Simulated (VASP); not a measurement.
```yaml
crystal:
  lattice:
    - [1.76926, -3.06446, 0.00000]
    - [1.76926, 3.06446, 0.00000]
    - [0.00000, 0.00000, 5.45332]
  atoms:
    - { symbol: Er, position: [0.33333, 0.66667, 0.25000] }
    - { symbol: Er, position: [0.66667, 0.33333, 0.75000] }
```

These are PBE GGA with D3 dispersion (Becke-Johnson damping), VASP's PBE PAW potentials (set 64) (plane waves; VASP) values and carry that method's errors. Numerical set-up: 520 eV cut-off, 13×13×8 Γ-centred mesh, tetrahedra with Blöchl corrections, potentials Er_3.

The 4f electrons are frozen in the core of the lanthanide potential, so 4f levels, which can set the real gap, and their magnetism are missing.

Q: Predict the energy per atom (σ→0), band gap (on the k-mesh) with the smallest direct gap where there is one.

A: 
```yaml
band gap (on the k-mesh): none (metal, semimetal or under 0.01 eV)
energy per atom (σ→0): -4.832 eV/atom
```

The compound is Er in the hcp structure. It was relaxed first.
